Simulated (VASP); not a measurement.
VASP runs on HfS$_{2}$ share one base input (PBE GGA, plane waves, VASP's PBE PAW potentials (set 64)) and change the settings named in each case.

POSCAR:
```
HfS2
1
    3.6051180000     0.0000000000     0.0000000000
   -1.8025600000     3.1221240000     0.0000000000
    0.0000000000     0.0000000000    16.9379160000
Hf S
1 2
Direct
  0.0000000000   0.0000000000   0.5000000000
  0.3333330000   0.6666670000   0.5867260000
  0.6666670000   0.3333330000   0.4132740000
```

### INCAR
```
! general
SYSTEM  = HfS2
PREC    = Accurate
ENCUT   = 300   ! plane-wave cut-off (eV)
LREAL   = .FALSE.
LASPH   = .TRUE.   ! aspherical one-centre terms

! electronic loop
EDIFF   = 1E-6   ! SCF stop (eV)
NELM    = 100
ALGO    = Normal
LMAXMIX = 6   ! l cut-off of mixed one-centre charges

! smearing
ISMEAR  = -1   ! Fermi-Dirac
SIGMA   = 0.1

! functional
GGA     = PE   ! PBE

! ions
ISIF    = 2   ! forces and stress, cell fixed

! output
LWAVE   = .FALSE.
LCHARG  = .FALSE.
```

### KPOINTS
```
Automatic mesh
0
Gamma
11 11 1
0 0 0
```

POTCAR, in this order: Hf_pv S (PBE.64 set). Program: vasp_std.

```csv
change,E(σ→0) (eV/atom),−TS (eV)
base run,-7.6345,-0.0003
GGA = PS,-8.0025,-0.0005
"GGA_COMPAT = .FALSE., LNONCOLLINEAR = .TRUE., LSORBIT = .TRUE., MAGMOM = 0.0 0.0 0.0 0.0 0.0 0.0 0.0 0.0 0.0, program vasp_ncl",-7.8508,-0.0004
KPOINTS 1×1×1 Γ-centred mesh,-5.3946,-0.0010
"LDAU = .TRUE., LDAUJ = 0 0, LDAUL = 2 -1, LDAUTYPE = 2, LDAUU = 2.0 0",-7.2437,-0.0001
```
 Energies of different potentials or functionals have different zeros.  The cell holds a wide vacuum, so values per volume refer to the whole cell. Unless said otherwise, spin-orbit coupling is left out, though it shifts the bands of the heavy elements here.

Left out are runs that ran out of time, are held back, or changed the cell or the kind of run, fixed moments of cells without a moment, rows past the twelfth, gaps on odd meshes, pressures of charged cells and columns that move by less than the noise.

The cell is a sheet or thin cut with vacuum, built from a generated structure.
